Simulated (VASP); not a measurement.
CdTe (zinc blende): the formation energy from VASP (plane waves, PAW) at several levels of theory. The references are the elements' solids at the same level; no temperature or zero-point terms are added.    Spin-orbit coupling is left out, which shifts such energies by up to tenths of an eV for the heavy elements here.

```json
[
 {"level": "PBE", "formation energy (eV/atom)": "-0.462", "error against measurement (eV/atom)": "+0.06"},
 {"level": "PBEsol", "formation energy (eV/atom)": "-0.382", "error against measurement (eV/atom)": "+0.14"}
]
```

Measured: -0.520 eV/atom at 298 K (as given by Brebrick, High temperature thermodynamic data for CdTe(c), J. Phase Equilib. Diffus. (2010)).

The cell of the PBE run:

```yaml
crystal:
  lattice:
    - [0.00000, 3.30410, 3.30410]
    - [3.30410, 0.00000, 3.30410]
    - [3.30410, 3.30410, 0.00000]
  atoms:
    - { symbol: Cd, position: [0.00000, 0.00000, 0.00000] }
    - { symbol: Te, position: [0.25000, 0.25000, 0.25000] }
```

Only levels that ran to the end are used. Left out are those held back, those with too coarse a band path, GW runs whose mesh misses a band edge, hybrids' fits of cells that aren't cubic and levels without matching references; a question may draw on a part of the rest.
